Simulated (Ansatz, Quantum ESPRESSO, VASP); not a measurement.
# Code comparison for Mo (Im-3m, 1 atom in the cell)

Self-consistent single point.

```
Mo
1.0
   -1.57500     1.57500     1.57500
    1.57500    -1.57500     1.57500
    1.57500     1.57500    -1.57500
Mo
1
Direct
  0.00000   0.00000   0.00000
```

All programs got the same cell, k-point mesh and kind of occupations (in Ansatz's words: kpoints.mp_grid.grid = 10 10 10; scf.occupations.method = gaussian; scf.occupations.width = 0.0037 Ry); potentials, basis and cutoffs are each program's usual ones.

| code | model | pressure (GPa) | cutoff |
|---|---|---|---|
| VASP | PBE, VASP's PBE PAW potentials (set 64) | 2.12 | 300 eV |
| Ansatz | PBE, default PAW files | 1.99 | default |
| Quantum ESPRESSO | PBE, PSlibrary ultrasoft (PBE, semicore) pseudopotentials | 1.11 | 55 Ry |

The spread over the programs that give each value: pressure within 1.01 GPa.

The starting cell has typed, rounded lattice constants, without a prior relaxation at this level. On Ansatz's run: Spin polarisation is off.

**Question.** Why do the programs differ, and what cannot be compared?

**Answer.** Differences of this kind can come from the potentials, where these differ, and from what each basis and cutoff leave unconverged. The zero of total energies and Fermi levels follows the potentials and each program's conventions, so they are not compared here. Ansatz's pressure is given at a fixed set of plane waves, as the other plane-wave codes print theirs; with its correction for the finite basis it is 2.04 GPa. Ansatz's smearing width was typed in Ry to four decimals, so it matches the others to a few per cent.

VASP's run is marked for a possible Pulay error in its stress at this cutoff; no cutoff test was made.

Left out of this page: ABINIT, GPAW, Elk, FLEUR and SIESTA (not drawn, or without a comparable value).

Ansatz is a program for electronic structure.

Keys are those of Ansatz 0.2.
